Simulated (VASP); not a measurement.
```xyz
2
Lattice="2.1191 -1.2237 -0.0038 2.1191 1.2237 -0.0038 -1.3800 0.0000 3.3049" Properties=species:S:1:pos:R:3 pbc="T T T"
C      3.5319     0.0000    -0.0058
C     -0.6737     0.0000     3.3031
```

Computed with LDA (Ceperley-Alder, Perdew-Zunger), VASP's LDA PAW potentials (set 64) (plane waves; VASP). Numerical set-up: 520 eV cut-off, 14×14×9 Γ-centred mesh, tetrahedra with Blöchl corrections, potentials C.

### Question
Estimate the energy per atom (σ→0).

### Answer

```
Property                        Result
---------------------  ---------------
energy per atom (σ→0)  -10112 meV/atom
```

Only differences to runs with the same potentials and settings are physical.

The structure comes from a computed database's C entry (C2/m); how it stands against other phases isn't given here. It was relaxed first, which changed the volume by -6 %.
